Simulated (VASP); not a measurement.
Here is a VASP 6.6.1 calculation.

Contents of INCAR:

```
SYSTEM = TiB2
PREC = Accurate
ENCUT = 600
EDIFF = 1E-7
ISMEAR = 1
SIGMA = 0.1
LREAL = .FALSE.
LASPH = .TRUE.
NELM = 80
ALGO = Normal
ISIF = 3
LWAVE = .FALSE.
LCHARG = .FALSE.
GGA = PE
IBRION = 2
NSW = 90
EDIFFG = -0.005
```

KPOINTS

```
Automatic mesh
0
G
  15 15 11
  0 0 0
```

The input POSCAR:

```
TiB2                                    
1.0
    3.0324035339      0.0000000000      0.0000000000
   -1.5162017670      2.6261384949      0.0000000000
    0.0000000000      0.0000000000      3.2245922361
  Ti              B             
     1     2
Direct
     1.0000000000000000    0.0000000000000000    1.0000000000000000
     0.3333333332999970    0.6666666667000030    0.5000000000000000
     0.6666666667000030    0.3333333332999970    0.5000000000000000
```

Potentials or basis: VASP PAW PBE potentials, release 64 (Ti_sv, B).

Run with:

```sh
$ cat potpaw_PBE.64/Ti_sv/POTCAR potpaw_PBE.64/B/POTCAR > POTCAR
$ mpirun -np 1 vasp_std > vasp.out
```

(1) What does it give for the band gap on the k mesh?

Answers

(1) none (metal or under the smearing width).

Caveat: the relaxation stopped at its first step, so nothing moved.
